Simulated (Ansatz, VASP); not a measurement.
# Ge2WN4 (WGe2N4 monolayer) in two plane-wave programs, part 2 of 2

Aim: how closely do two programs agree when they are given the same cell, functional and k mesh? Of the first pair: The structure shown is the start of the Ansatz relaxation below; VASP solves that cell, so the two are compared at the walk's first step.

VASP 6.6.1 and Ansatz 0.2.0.

So far: The starting structure; Ansatz: relaxation, PBE with D3(BJ).

**3. VASP: single point, PBE with D3(BJ), start cell, pair 1**

Level of this step: PBE with D3(BJ), no spin polarisation; plane waves and PAW (N, Ge_d, W) (VASP).

The same cell, functional, mesh and smearing now go to VASP, with its own data sets.

Lines of VASP's logs that name or quote its potential files are left out, and so is its time.

Input file INCAR:

```
SYSTEM = Ge2WN4
PREC = Accurate
ENCUT = 520
EDIFF = 1E-06
NELM = 120
ISMEAR = -1
SIGMA = 0.05
LREAL = .FALSE.
ALGO = Normal
GGA = PE
IVDW = 12
NBANDS = 34
LASPH = .TRUE.
LORBIT = 11
LWAVE = .FALSE.
LCHARG = .FALSE.
ISIF = 2
LDIPOL = .TRUE.
IDIPOL = 3
DIPOL = 0.5 0.5 0.5
LVHAR = .TRUE.
GGA_COMPAT = .FALSE.
EFERMI = MIDGAP
NELMDL = -8
KPAR = 2
```

Input file POSCAR:

```
Ge2WN4
1.0
    3.0200000000      0.0000000000      0.0000000000
   -1.5100000000      2.6153970000      0.0000000000
    0.0000000000      0.0000000000     45.7645290000
N Ge W
4 2 1
Direct
    0.0000000000      0.0000000000      0.4195388857
    0.3333333333      0.6666666667      0.4725879294
    0.3333333333      0.6666666667      0.5274120488
    0.0000000000      0.0000000000      0.5804610925
    0.3333333333      0.6666666667      0.4323821185
    0.3333333333      0.6666666667      0.5676178597
    0.0000000000      0.0000000000      0.4999999891
```

Input file KPOINTS:

```
Automatic mesh
0
Gamma
12 12 1
0 0 0
```

Potentials, in the order of the species: N, Ge_d and W (PBE family, release 64).

Launch:

```sh
mpirun -np 2 vasp_std
```

Numbers of over 12 decimals in the logs are rounded to 6 here.

The log of the run:

```text
[banner, memory and clock lines left out]
running    2 mpi-ranks, on    1 nodes
 distrk:  each k-point on    1 cores,    2 groups
 distr:  one band on    1 cores,    1 groups

 POSCAR found type information on POSCAR N GeW
 POSCAR found :  3 types and       7 ions
 LDA part: xc-table for (Slater+PW92), standard interpolation
 POSCAR, INCAR and KPOINTS ok, starting setup
 FFT: planning ... GRIDC
 FFT: planning ... GRID_SOFT
 FFT: planning ... GRID
 WAVECAR not read
 entering main loop
       N       E                     dE             d eps       ncg     rms          rms(c)
DAV:   1     0.548162648424E+03    0.54816E+03   -0.25033E+04  1564   0.188E+03
DAV:   2     0.306783077909E+02   -0.51748E+03   -0.49993E+03  1758   0.469E+02
DAV:   3    -0.614761506838E+02   -0.92154E+02   -0.91336E+02  1854   0.182E+02
DAV:   4    -0.661826067101E+02   -0.47065E+01   -0.46851E+01  1760   0.539E+01
DAV:   5    -0.663222133418E+02   -0.13961E+00   -0.13940E+00  1984   0.779E+00
DAV:   6    -0.663245880556E+02   -0.23747E-02   -0.23730E-02  2064   0.100E+00
DAV:   7    -0.663246413505E+02   -0.53295E-04   -0.53283E-04  1984   0.133E-01
DAV:   8    -0.663246433436E+02   -0.19931E-05   -0.19933E-05  2030   0.240E-02    0.346E+01
DAV:   9    -0.571776867925E+02    0.91470E+01   -0.45725E+01  2044   0.527E+01    0.956E+00
DAV:  10    -0.570085959472E+02    0.16909E+00   -0.49654E+00  1688   0.132E+01    0.106E+01
DAV:  11    -0.568606374875E+02    0.14796E+00   -0.39442E-01  1744   0.583E+00    0.219E+00
DAV:  12    -0.568592712540E+02    0.13662E-02   -0.12772E-01  1774   0.234E+00    0.396E-01
DAV:  13    -0.568590885935E+02    0.18266E-03   -0.11387E-02  1916   0.791E-01    0.402E-01
DAV:  14    -0.568590359197E+02    0.52674E-04   -0.19967E-03  1702   0.296E-01    0.725E-02
[...]
DAV:  21    -0.568593460817E+02   -0.56040E-04   -0.18637E-06  1216   0.463E-03    0.181E-03
DAV:  22    -0.568593708668E+02   -0.24785E-04   -0.74800E-07  1168   0.354E-03    0.821E-04
DAV:  23    -0.568593912437E+02   -0.20377E-04   -0.63384E-07  1056   0.257E-03    0.103E-03
DAV:  24    -0.568593958118E+02   -0.45681E-05   -0.10563E-07   984   0.158E-03    0.450E-04
DAV:  25    -0.568593994675E+02   -0.36557E-05   -0.11621E-07   990   0.116E-03    0.278E-04
DAV:  26    -0.568594008362E+02   -0.13686E-05   -0.30677E-08   976   0.886E-04    0.175E-04
DAV:  27    -0.568594019002E+02   -0.10640E-05   -0.27926E-08   974   0.581E-04    0.138E-04
DAV:  28    -0.568594023207E+02   -0.42051E-06   -0.12213E-08   922   0.510E-04
   1 F= -.58536844E+02 E0= -.58536844E+02  d E =-.294020E-08
```

Parts of OUTCAR (step 3):

```text
ion  position               nearest neighbor table
   1  0.000  0.000  0.420-   5 1.84   5 1.84   5 1.84
   2  0.333  0.667  0.473-   5 1.84   7 2.15   7 2.15   7 2.15
   3  0.333  0.667  0.527-   6 1.84   7 2.15   7 2.15   7 2.15
   4  0.000  0.000  0.580-   6 1.84   6 1.84   6 1.84
   5  0.333  0.667  0.432-   2 1.84   1 1.84   1 1.84   1 1.84
   6  0.333  0.667  0.568-   3 1.84   4 1.84   4 1.84   4 1.84
   7  0.000  0.000  0.500-   2 2.15   3 2.15   2 2.15   3 2.15   2 2.15   3 2.15

  LATTYP: Found a hexagonal cell.
 ALAT       =     3.0200000000
 C/A-ratio  =    15.1538175497

 Subroutine GETGRP returns: Found 12 space group operations
 (whereof 12 operations were pure point group operations)

The static configuration has the point symmetry D_3h.

 Found     19 irreducible k-points:

   k-points           NKPTS =     19   k-points in BZ     NKDIM =     19   number of bands    NBANDS=     34

   dimension x,y,z NGX =    24 NGY =   24 NGZ =  350
   dimension x,y,z NGXF=    48 NGYF=   48 NGZF=  700

   ENCUT  =  520.0 eV  38.22 Ry    6.18 a.u.   5.62  5.62 85.09*2*pi/ulx,y,z

   NELECT =      54.0000    total number of electrons

 k-points in reciprocal lattice and weights: Automatic mesh
   0.00000000  0.00000000  0.00000000       0.007
   0.08333333  0.00000000  0.00000000       0.042
   0.16666667  0.00000000  0.00000000       0.042
   0.25000000  0.00000000  0.00000000       0.042
   0.33333333 -0.00000000  0.00000000       0.042
   0.41666667 -0.00000000  0.00000000       0.042
   0.50000000  0.00000000  0.00000000       0.021
   0.08333333  0.08333333  0.00000000       0.042
   0.16666667  0.08333333  0.00000000       0.083
[...]
0.33333333  0.25000000  0.00000000       0.083
   0.33333333  0.33333333  0.00000000       0.014

 dipolmoment           0.000000      0.000000      0.000018 electrons x Angstroem

 average (electrostatic) potential at core
       1 -71.8600       2 -71.6717       3 -71.6716       4 -71.8597       5 -82.7974
       6 -82.7971       7 -49.0825

 E-fermi :  -1.9133

 k-point     1 :       0.0000    0.0000    0.0000
  band No.  band energies     occupation
    ...
     23      -5.7713      2.00000
     24      -5.2419      2.00000
     25      -5.2419      2.00000
     26      -4.7291      2.00000
     27      -2.8774      2.00000
     28      -0.6543      0.00000
     29      -0.5436      0.00000
     30       0.1389      0.00000
     31       0.1389      0.00000
     32       0.4499      0.00000
    ...

 k-point     2 :       0.0833    0.0000    0.0000
  band No.  band energies     occupation
    ...
     23      -5.8962      2.00000
     24      -5.4575      2.00000
     25      -5.3659      2.00000
     26      -4.5895      2.00000
     27      -2.8059      2.00000
     28      -0.6917      0.00000
     29      -0.4138      0.00000
     30       0.1273      0.00000
     31       0.5373      0.00000
     32       0.5617      0.00000
    ...

 k-point     3 :       0.1667    0.0000    0.0000
  band No.  band energies     occupation
    ...
     23      -6.0660      2.00000
     24      -5.7274      2.00000
     25      -5.6820      2.00000
     26      -4.6427      2.00000
     27      -3.1155      2.00000
     28      -0.6057      0.00000
     29      -0.1708      0.00000
     30       0.1115      0.00000
     31       1.1245      0.00000
     32       1.1522      0.00000
    ...

 Edisp (eV)   -1.67744

  Total      -2.67923    -2.67923     0.78038     0.00000     0.00000     0.00000
  in kB     -11.87537   -11.87537     3.45892     0.00000     0.00000     0.00000
  external pressure =       -6.76 kB  Pullay stress =        0.00 kB

  energy-cutoff  :      520.00
  volume of cell :      361.47
      direct lattice vectors                 reciprocal lattice vectors
     3.020000000  0.000000000  0.000000000     0.331125828  0.191175565  0.000000000
    -1.510000000  2.615397000  0.000000000     0.000000000  0.382351131  0.000000000
     0.000000000  0.000000000 45.764529000     0.000000000  0.000000000  0.021850984

 POSITION                                       TOTAL-FORCE (eV/Angst)
 -----------------------------------------------------------------------------------
      0.00000      0.00000     19.20000         0.000000      0.000000     -0.400822
     -0.00000      1.74360     21.62776        -0.000000     -0.000000      1.552173
     -0.00000      1.74360     24.13676        -0.000000     -0.000000     -1.552173
      0.00000      0.00000     26.56453        -0.000000      0.000000      0.400822
     -0.00000      1.74360     19.78776         0.000000     -0.000000     -0.290868
     -0.00000      1.74360     25.97676         0.000000     -0.000000      0.290868
      0.00000      0.00000     22.88226        -0.000000     -0.000000      0.000000
 -----------------------------------------------------------------------------------
    total drift:                                0.000001     -0.000003      0.003934

  FREE ENERGIE OF THE ION-ELECTRON SYSTEM (eV)
  ---------------------------------------------------
  free  energy   TOTEN  =       -58.5368437430 eV

  energy  without entropy=      -58.5368437400  energy(sigma->0) =      -58.53684374

 vacuum level on the upper side and lower side of the slab         2.706         2.705

 total charge
# of ion       s       p       d       tot
------------------------------------------
    1        1.240   2.553   0.000   3.794
    2        1.236   2.508   0.000   3.744
    3        1.236   2.508   0.000   3.744
    4        1.240   2.553   0.000   3.794
    5        1.023   1.382  10.366  12.771
    6        1.023   1.382  10.366  12.771
    7        0.556   0.768   4.136   5.460
--------------------------------------------------
tot          7.554  13.655  24.869  46.078

[... 3 further parts left out ...]
```

This run has no spin polarisation, so a moment on W, if there is one, isn't seen. The data set W keeps the semicore shell frozen, which is cheaper and a little less accurate.

**4. Side by side**

Known differences besides the potentials themselves: Ansatz cuts the interaction across the vacuum, VASP repeats the sheet with a dipole correction; the data sets hold 62 valence electrons in Ansatz (on its PAW soft_1 files) and 54 in VASP; the cutoff is 420 eV in Ansatz and 520 eV in VASP. Total energies have different zeros and are not compared.

Forces (eV/Å; atoms numbered as in POSCAR):

```
atom        Ansatz x, y, z          VASP x, y, z
  N1  0.000, 0.000, -0.446  0.000, 0.000, -0.401
  N2   0.000, 0.000, 1.584   0.000, 0.000, 1.552
  N3  0.000, 0.000, -1.584  0.000, 0.000, -1.552
  N4   0.000, 0.000, 0.446   0.000, 0.000, 0.401
 Ge5  0.000, 0.000, -0.291  0.000, 0.000, -0.291
 Ge6   0.000, 0.000, 0.291   0.000, 0.000, 0.291
  W7   0.000, 0.000, 0.000   0.000, 0.000, 0.000
```

The forces differ by 17 meV/Å r.m.s., which is 3.4 % of the r.m.s. force of 0.503 eV/Å (both taken over all components). With vacuum in the cell, a pressure given here is an average over mostly empty space and none of the material.

**5. Further runs**

Further runs change the set-up of one program: Ansatz's method, potentials or start, or VASP's data sets, cutoff or form of LDA. The table gives that difference for each run.

```
                                     run  r.m.s. force difference (meV/Å)
                                as above                               17
VASP with the data sets N, Ge_d and W_sv                               39
```

**6. Ansatz: relaxation, PBE with D3(BJ)**

This run makes the geometry at which the two programs are then compared.

The structure compared here is the end of the Ansatz relaxation.

Input file input.yaml:

```yaml
crystal:
  lattice:
    - [3.02, 0.0, 0.0]
    - [-1.51, 2.6153967194, 0.0]
    - [0.0, 0.0, 45.7645285836]
  atoms:
    - { symbol: "N", position: [0.0, 0.0, 0.4195389004] }
    - { symbol: Ge, position: [0.3333333333, 0.6666666667, 0.4323821251] }
    - { symbol: "N", position: [0.3333333333, 0.6666666667, 0.4725879364] }
    - { symbol: W, position: [0.0, 0.0, 0.5] }
    - { symbol: "N", position: [0.3333333333, 0.6666666667, 0.5274120636] }
    - { symbol: Ge, position: [0.3333333333, 0.6666666667, 0.5676178749] }
    - { symbol: "N", position: [0.0, 0.0, 0.5804610996] }
  periodic: [true, true, false]
kpoints:
  mp_grid: { grid: [12, 12, 1] }
hamiltonian:
  xc: pbe
  dispersion: d3bj
  pseudopotentials: { kind: paw, azcp: { folder: soft_1 } }
scf:
  occupations: { method: fermi_dirac, width: 0.05 }
  convergence: { dr2_threshold: 1.0e-09 }
relax:
  f_tol: 0.004
  max_steps: 90
  cell: {}
output:
  write_potential: true
  write_density: true
  volumetric_format: npy
```

Launch:

```sh
ansatz run input.yaml --threads 2 --pin off --max-ram 3072MiB --backend cpu --events-out ev --progress --plain --runs-dir out
```

The log of the run:

```text
[...]
Crystal: 7 atoms, lattice volume = 361.471 Å³
Basis set: ecut = 420 eV, 6921 PW (Γ), exchange–correlation on 48×48×640 points (8 copies of the dense FFT grid, shifted against one another)
Bands: 38, of which v1, the nominal top of the filled ones, is band 31 counted from 1 (30 counted from 0)
Symmetry: 12 space group operations
[...]
- { symbol: N, position: [1.0573552618555e-17, -5.135725556199064e-17, 0.418344] }
    - { symbol: Ge, position: [0.333333, 0.666667, 0.432256] }
    - { symbol: N, position: [0.333333, 0.666667, 0.473285] }
    - { symbol: W, position: [1.0573552618554981e-17, -5.135725556199064e-17, 0.5] }
    - { symbol: N, position: [0.333333, 0.666667, 0.526715] }
    - { symbol: Ge, position: [0.333333, 0.666667, 0.567744] }
    - { symbol: N, position: [1.0573552618555e-17, -5.135725556199064e-17, 0.581656] }
[key lines of the parts left out:]
SCF converged after 3 iterations
Free energy (F): -20515.000136 eV
Fermi energy:    -4.641778 eV
P = ½ c Tr σ = -0.0025 N/m
```

**7. VASP: single point, PBE with D3(BJ), relaxed cell, pair 2**

The same cell, functional, mesh and smearing now go to VASP, with its own data sets.

INCAR is that of step 3.

Input file POSCAR:

```
Ge2WN4
1.0
    2.9975382824      0.0000000000      0.0000000000
   -1.4987691412      2.5959443014      0.0000000000
    0.0000000000      0.0000000000     45.7645285836
N Ge W
4 2 1
Direct
    0.0000000000      0.0000000000      0.4183442487
    0.3333333333      0.6666666667      0.4732850083
    0.3333333333      0.6666666667      0.5267149917
    0.0000000000      0.0000000000      0.5816557513
    0.3333333333      0.6666666667      0.4322564468
    0.3333333333      0.6666666667      0.5677435532
    0.0000000000      0.0000000000      0.5000000000
```

KPOINTS is that of step 3.

Launch:

```sh
mpirun -np 2 vasp_std
```

The log of the run:

```text
[... set-up lines as in an earlier step ...]
 entering main loop
       N       E                     dE             d eps       ncg     rms          rms(c)
DAV:   1     0.553046935241E+03    0.55305E+03   -0.25047E+04  1614   0.191E+03
DAV:   2     0.298102091017E+02   -0.52324E+03   -0.50802E+03  1794   0.495E+02
DAV:   3    -0.615046097349E+02   -0.91315E+02   -0.90663E+02  1852   0.182E+02
DAV:   4    -0.659689139660E+02   -0.44643E+01   -0.44490E+01  1782   0.536E+01
[...]
DAV:  26    -0.569301550792E+02   -0.15848E-05   -0.41949E-08   984   0.834E-04    0.137E-04
DAV:  27    -0.569301562246E+02   -0.11454E-05   -0.27687E-08   976   0.628E-04    0.889E-05
DAV:  28    -0.569301565983E+02   -0.37374E-06   -0.11772E-08   920   0.437E-04
   1 F= -.58626772E+02 E0= -.58626772E+02  d E =-.109809E-07
```

OUTCAR, selected parts (step 7):

```text
 Edisp (eV)   -1.69662

  Total      -0.28862    -0.28862    -0.21945     0.00000     0.00000     0.00000
  in kB      -1.29851    -1.29851    -0.98731     0.00000     0.00000     0.00000
  external pressure =       -1.19 kB  Pullay stress =        0.00 kB

 POSITION                                       TOTAL-FORCE (eV/Angst)
 -----------------------------------------------------------------------------------
      0.00000      0.00000     19.14533         0.000000      0.000000      0.049281
     -0.00000      1.73063     21.65967        -0.000000     -0.000000     -0.047011
     -0.00000      1.73063     24.10486        -0.000000     -0.000000      0.047011
      0.00000      0.00000     26.61920         0.000000     -0.000000     -0.049281
     -0.00000      1.73063     19.78201        -0.000000      0.000000     -0.017325
     -0.00000      1.73063     25.98252        -0.000000     -0.000000      0.017325
      0.00000      0.00000     22.88226        -0.000000      0.000000      0.000000
 -----------------------------------------------------------------------------------
    total drift:                                0.000001     -0.000001     -0.000000

  FREE ENERGIE OF THE ION-ELECTRON SYSTEM (eV)
  ---------------------------------------------------
  free  energy   TOTEN  =       -58.6267724094 eV

  energy  without entropy=      -58.6267723984  energy(sigma->0) =      -58.62677240

[... 1 part as in an earlier step ...]

[... 2 further parts left out ...]
[key lines of the parts left out:]
E-fermi :  -1.9108
```

**8. Differences**

What differs besides the data sets and the points named for the pairs above, as far as they apply: the data sets hold 62 valence electrons in Ansatz (on its PAW soft_1 files) and 54 in VASP. Total energies have different zeros and are not compared.

The two programs side by side:

```
              quantity  Ansatz   VASP  difference
gap on the k mesh (eV)   1.602  1.586      +0.016
```

Forces (eV/Å; atoms numbered as in POSCAR):

```
atom       Ansatz x, y, z          VASP x, y, z
  N1  0.000, 0.000, 0.000   0.000, 0.000, 0.049
  N2  0.000, 0.000, 0.000  0.000, 0.000, -0.047
  N3  0.000, 0.000, 0.000   0.000, 0.000, 0.047
  N4  0.000, 0.000, 0.000  0.000, 0.000, -0.049
 Ge5  0.000, 0.000, 0.000  0.000, 0.000, -0.017
 Ge6  0.000, 0.000, 0.000   0.000, 0.000, 0.017
  W7  0.000, 0.000, 0.000   0.000, 0.000, 0.000
```

The forces differ by 22 meV/Å r.m.s., where the r.m.s. force is 0.000 eV/Å in Ansatz and 0.022 eV/Å in VASP: the atoms lie near their places of rest in Ansatz, so a percentage would say little (all taken over all components). A gap on the mesh is an upper bound, since the band edges may lie between its points; neither run holds spin-orbit coupling, which can move the band edges of a compound of W. With vacuum in the cell, a pressure given here is an average over mostly empty space and none of the material.

**9. Outcome**

| Item | Value |
| --- | --- |
| r.m.s. force difference (single point, PBE with D3(BJ), start cell, pair 1) | 3.4 % of the r.m.s. force |
| r.m.s. force difference (single point, PBE with D3(BJ), relaxed cell, pair 2) | 22 meV/Å |

In words: The r.m.s. force difference is 22 meV/Å (single point, PBE with D3(BJ), relaxed cell, pair 2), beyond the 12 meV/Å picked in this series as the mark of a large difference. The data sets hold unlike numbers of valence electrons (62 in Ansatz and 54 in VASP), so part of the differences comes from the potentials. Single point, PBE with D3(BJ), start cell, pair 1, VASP with the data sets N, Ge_d and W_sv: r.m.s. force difference goes from 17 to 39 meV/Å. What causes the difference of the single point, PBE with D3(BJ), relaxed cell, pair 2 pair stays open here. How closely two codes agree says nothing of how well the functional describes the real material.

[Lines on the potential files, build, host, timing and source positions are cut from VASP's logs without a mark.]

[Logs are printed without paths, hosts, clocks, repeated set-up lines and the standing remarks that a program may print on its own settings, such as how far it seeks lower states.]

[Hosts, paths, dates, database ids (printed as entryN), source tags and the programs' standing remarks are cut or masked in the printed files.]
